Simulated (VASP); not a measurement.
Computed with RPBE GGA, VASP's PBE PAW potentials (set 64) (plane waves; VASP).

VASP ran on this input.

**INCAR**
```
SYSTEM = CdS
PREC = Accurate
ENCUT = 520
EDIFF = 1E-7
NELM = 100
ALGO = Normal
LREAL = .FALSE.
LASPH = .TRUE.
ISMEAR = 0
SIGMA = 0.05
GGA = RP
LMAXMIX = 4
LWAVE = .FALSE.
LCHARG = .FALSE.
ISIF = 4
IBRION = 2
NSW = 30
EDIFFG = -0.01
```

KPOINTS:
```
Automatic mesh
0
gamma
6 6 4
```

File POSCAR:
```
CdS
1
    2.1729822304    -3.7637154365     0.0000000000
    2.1729822304     3.7637154365     0.0000000000
    0.0000000000     0.0000000000     7.0580002933
Cd S
2 2
Direct
  0.6666670000   0.3333330000   0.4999959401
  0.3333330000   0.6666670000   0.9999959401
  0.6666670000   0.3333330000   0.8770040599
  0.3333330000   0.6666670000   0.3770040599
```

POTCAR, in this order: Cd S (PBE.64 set). Program: vasp_std.

What VASP printed:

OUTCAR:
```
 ion  position               nearest neighbor table
   1  0.667  0.333  0.500-   4 2.66   4 2.66   4 2.66   3 2.66
   2  0.333  0.667  1.000-   3 2.66   3 2.66   3 2.66   4 2.66
   3  0.667  0.333  0.877-   2 2.66   2 2.66   2 2.66   1 2.66
   4  0.333  0.667  0.377-   1 2.66   1 2.66   1 2.66   2 2.66
  LATTYP: Found a hexagonal cell.
 ALAT       =     4.3459642958
 C/A-ratio  =     1.6240354989
 Subroutine PRICEL returns:
 Original cell was already a primitive cell.
 Subroutine GETGRP returns: Found 12 space group operations
The static configuration has the point symmetry C_3v.
 The point group associated with its full space group is C_6v.
The dynamic configuration has the point symmetry C_3v.
 Subroutine INISYM returns: Found 12 space group operations
 Subroutine IBZKPT returns following result:
 Found     21 irreducible k-points:

 Following reciprocal coordinates:
            Coordinates               Weight
  0.000000  0.000000  0.000000      1.000000
  0.166667  0.000000  0.000000      6.000000
  0.333333 -0.000000  0.000000      6.000000
  0.500000  0.000000  0.000000      3.000000
  0.166667  0.166667  0.000000      6.000000
...
```

### OSZICAR
```
       N       E                     dE             d eps       ncg     rms          rms(c)
DAV:   1     0.246664893993E+03    0.24666E+03   -0.17429E+04   924   0.147E+03
DAV:   2     0.355406774658E+01   -0.24311E+03   -0.23718E+03  1038   0.353E+02
DAV:   3    -0.119775120855E+02   -0.15532E+02   -0.15204E+02  1092   0.852E+01
DAV:   4    -0.121821947411E+02   -0.20468E+00   -0.20453E+00  1038   0.975E+00
DAV:   5    -0.121855049351E+02   -0.33102E-02   -0.33101E-02  1134   0.125E+00    0.942E+00
DAV:   6    -0.110093457856E+02    0.11762E+01   -0.28508E+00  1126   0.148E+01    0.775E+00
DAV:   7    -0.110006455385E+02    0.87002E-02   -0.67753E-01  1068   0.482E+00    0.405E+00
DAV:   8    -0.110096212725E+02   -0.89757E-02   -0.72786E-02   974   0.282E+00    0.428E-01
DAV:   9    -0.110089046877E+02    0.71658E-03   -0.14784E-02  1130   0.139E+00    0.131E-01
DAV:  10    -0.110100684203E+02   -0.11637E-02   -0.18435E-03   984   0.361E-01    0.151E-01
DAV:  11    -0.110105835433E+02   -0.51512E-03   -0.76484E-04  1002   0.168E-01    0.513E-02
DAV:  12    -0.110105742864E+02    0.92568E-05   -0.17289E-04  1116   0.104E-01    0.147E-02
DAV:  13    -0.110105867269E+02   -0.12440E-04   -0.41738E-05   954   0.452E-02    0.196E-02
DAV:  14    -0.110105862201E+02    0.50679E-06   -0.10141E-06  1152   0.116E-02    0.106E-02
DAV:  15    -0.110105861441E+02    0.75997E-07   -0.42672E-07   822   0.439E-03
   1 F= -.11010586E+02 E0= -.11010586E+02  d E =-.110106E+02
       N       E                     dE             d eps       ncg     rms          rms(c)
DAV:   1    -0.110106926969E+02   -0.10648E-03   -0.47878E-03   936   0.510E-01    0.583E-02
DAV:   2    -0.110106367273E+02    0.55970E-04   -0.10063E-04  1062   0.101E-01    0.271E-02
DAV:   3    -0.110106110294E+02    0.25698E-04   -0.32317E-05  1086   0.467E-02    0.123E-02
DAV:   4    -0.110106080774E+02    0.29520E-05   -0.89783E-06  1110   0.232E-02    0.471E-03
DAV:   5    -0.110106080188E+02    0.58637E-07   -0.75429E-07   978   0.681E-03
   2 F= -.11010608E+02 E0= -.11010608E+02  d E =-.218747E-04
```

**OUTCAR**
```
------------------------ aborting loop because EDIFF is reached ----------------------------------------
  FORCE on cell =-STRESS in cart. coord.  units (eV):
  Direction    XX          YY          ZZ          XY          YZ          ZX
  --------------------------------------------------------------------------------------
  Total       -1.7074599     -1.7074598     -1.6763178     -0.0000000      0.0000000     -0.0000000
  in kB      -23.6960785    -23.6960763    -23.2638892     -0.0000000      0.0000000     -0.0000000
  external PRESSURE =     -23.5520147 kB  Pullay stress =       0.0000000 kB
  volume of cell :      115.45
      direct lattice vectors                 reciprocal lattice vectors
     2.172446238 -3.762787079  0.000000000     0.230155293 -0.132880227  0.000000000
     2.172446238  3.762787079  0.000000000     0.230155293  0.132880227  0.000000000
     0.000000000  0.000000000  7.061483448     0.000000000  0.000000000  0.141613304
  FREE ENERGIE OF THE ION-ELECTRON SYSTEM (eV)
  ---------------------------------------------------
  free  energy   TOTEN  =       -11.0106080188 eV

  energy  without entropy=      -11.0106080188  energy(sigma->0) =      -11.01060802

 reached required accuracy - stopping structural energy minimisation
```
(Selected blocks of OUTCAR.)

File CONTCAR:
```
CdS
   1.00000000000000
     2.1724462382502270   -3.7627870788224413    0.0000000000000000
     2.1724462382502270    3.7627870788224413    0.0000000000000000
     0.0000000000000000    0.0000000000000000    7.0614834481297901
  Cd              S
     2     2
Direct
     0.6666669999999968    0.3333330000000032    0.4999844672961473
     0.3333330000000032    0.6666669999999968    0.9999844672961473
     0.6666669999999968    0.3333330000000032    0.8770155327038551
     0.3333330000000032    0.6666669999999968    0.3770155327038551
```

The compound is CdS in the wurtzite structure. This cell is one point of a volume scan, at 1.06 of the reference volume. Symmetry was kept, so distortions that lower it aren't found.
